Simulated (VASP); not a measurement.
Energy against volume of ZnF₂ (rutile). Computed with revPBE GGA, VASP's PBE PAW potentials (set 64) (plane waves; VASP). Run with 520 eV cut-off, 5×5×7 Γ-centred mesh, Gaussian smearing of 0.050 eV, potentials Zn F.

Shape and ions are relaxed at each volume.

```csv
V (Å³/atom),E (eV/atom)
11.925,-3.58916
12.306,-3.60078
12.686,-3.60503
13.067,-3.60336
```

Question: Fit these four points and predict the energy of the run at 13.447 Å³/atom.

Answer: A cubic in V^(−2/3), the third-order Birch-Murnaghan form, passes through the four points with V0 = 12.76 Å³/atom and B0 = 80 GPa, and gives -3.5969 eV/atom there. The run gave -3.5972 eV/atom, -0.2 meV/atom from the fit; all five points give B0 = 79 GPa.

The compound is ZnF2 in the rutile structure. It was relaxed first, which changed the volume by +11 %.
